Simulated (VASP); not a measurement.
```
CELL_PARAMETERS angstrom
      1.66595    -2.88550     0.00000
      1.66595     2.88550     0.00000
      0.00000     0.00000     5.18747
ATOMIC_POSITIONS crystal
  Sc 0.33333 0.66667 0.25000
  Sc 0.66667 0.33333 0.75000
```

Computed with r2SCAN meta-GGA, VASP's PBE PAW potentials (set 64) (plane waves; VASP 6.6.1). Numerical set-up: 480 eV cut-off, 12×12×8 Γ-centred mesh, first-order Methfessel-Paxton smearing of 0.10 eV, potentials Sc_sv.

Each row applies one change to this cell, which was relaxed at other settings and keeps the small stress of the first row; at a fixed cut-off the stress holds a Pulay part, so it need not integrate to ΔE exactly. Stress is in GPa, positive when the cell is compressed.

```tsv
change	ΔE (meV/atom)	σxx	σyy	σzz	largest shear component, with its sign (GPa)	largest force (eV/Å)
none	0.0	-0.03	-0.03	0.04	0.00	0.000
biaxial strain of +3.0 % in the yz plane	16.6	-1.70	-3.57	-3.31	0.00	0.052
uniaxial strain of +2.0 % along z	?	?	?	?	?	?
atom 1 (Sc) moved by -0.050 Å along x	0.8	-0.01	0.00	0.08	-0.31	0.065
atom 1 (Sc) moved by 0.100 Å along z	12.1	0.11	0.11	0.44	0.00	0.484
uniaxial strain of -3.0 % along z	?	?	?	?	?	?
uniaxial strain of +1.0 % along z	0.7	-0.23	-0.23	-0.95	0.00	0.000
```

Task: What belongs in the gaps?

Result: 
- uniaxial strain of +2.0 % along z, ΔE (meV/atom): 2.8
- uniaxial strain of +2.0 % along z, σxx: -0.51
- uniaxial strain of +2.0 % along z, σyy: -0.51
- uniaxial strain of +2.0 % along z, σzz: -1.80
- uniaxial strain of +2.0 % along z, largest shear component, with its sign (GPa): 0.00
- uniaxial strain of +2.0 % along z, largest force (eV/Å): 0.000
- uniaxial strain of -3.0 % along z, ΔE (meV/atom): 8.8
- uniaxial strain of -3.0 % along z, σxx: 0.94
- uniaxial strain of -3.0 % along z, σyy: 0.94
- uniaxial strain of -3.0 % along z, σzz: 3.30
- uniaxial strain of -3.0 % along z, largest shear component, with its sign (GPa): 0.00
- uniaxial strain of -3.0 % along z, largest force (eV/Å): 0.000

Failed runs are left out, and for metals the shear rows, which the mesh's noise covers.

The compound is Sc in the hcp structure.
